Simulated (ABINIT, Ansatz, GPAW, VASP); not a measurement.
# Code comparison for SnO2 (Pnnm, 6 atoms in the cell)

Self-consistent single point.

```
CELL_PARAMETERS angstrom
      4.79135     0.00000     0.00000
      0.00000     4.86999     0.00000
      0.00000     0.00000     3.24317
ATOMIC_POSITIONS crystal
  Sn 0.50000 0.50000 0.50000
  Sn 0.00000 0.00000 0.00000
  O  0.29185 0.32104 0.00000
  O  0.70815 0.67896 0.00000
  O  0.79185 0.17896 0.50000
  O  0.20815 0.82104 0.50000
```

All programs got the same cell, k-point mesh and kind of occupations (some realise fixed ones as a very narrow smearing) (in Ansatz's words: kpoints.mp_grid.grid = 5 5 7; scf.occupations.method = fixed); potentials, basis and cutoffs are each program's usual ones.

| code | model | pressure (GPa) | largest force (eV/Å) | gap on the mesh (eV) | cutoff |
|---|---|---|---|---|---|
| Ansatz | PBEsol, default PAW files made with PBE | -7.54 | 0.123 | 0.709 | default |
| GPAW | PBEsol, GPAW PAW datasets PBEsol (made by gpaw-setup) | – | 0.141 | 0.730 | 950 eV |
| ABINIT | PBEsol, norm-conserving pseudopotentials (PseudoDojo nc-sr-04 PBEsol standard) | -6.85 | 0.129 | 0.701 | 42 Ha |
| VASP | PBEsol, VASP's PBE PAW potentials (set 64) | -11.52 | 0.109 | 0.705 | 400 eV |

A dash marks a value that a program does not give, or that is left out as unsure.

Gaps are read on the mesh.

The spread over the programs that give each value: pressure within 4.67 GPa; largest force within 0.032 eV/Å; gap on the mesh within 0.029 eV.

The starting cell comes from a database of computed structures (which also holds hypothetical and non-ambient phases and stackings), without a prior relaxation at this level. Its lattice was rescaled by a random factor within 2.5 % of one. On Ansatz's run: In the base run, with a pressure of about -7 GPa the cell is away from its equilibrium volume at this level.

### Question
Why do the programs differ, and what cannot be compared?

### Answer
Differences of this kind can come from the potentials, where these differ, and from what each basis and cutoff leave unconverged. The zero of total energies and Fermi levels follows the potentials and each program's conventions, so they are not compared here. Ansatz's pressure is given at a fixed set of plane waves, as the other plane-wave codes print theirs; with its correction for the finite basis it is -6.68 GPa (the shift of 0.86 GPa shows how far the cutoff is from converged). The pressure of GPAW is left out: its cutoff lies under the one at which its stress was checked. In the pressure, VASP (by 3.99) lies more than 1 GPa from the median of the plane-wave programs.

VASP's run is marked for a possible Pulay error in its stress at this cutoff; no cutoff test was made.

VASP ran the fixed occupations as a Gaussian smearing of 0.01 eV.

Left out of this page: Quantum ESPRESSO, CP2K, FLEUR and SIESTA (not drawn, or without a comparable value).

Ansatz is a quantum-chemistry and plane-wave program.

Keys are those of Ansatz 0.2.
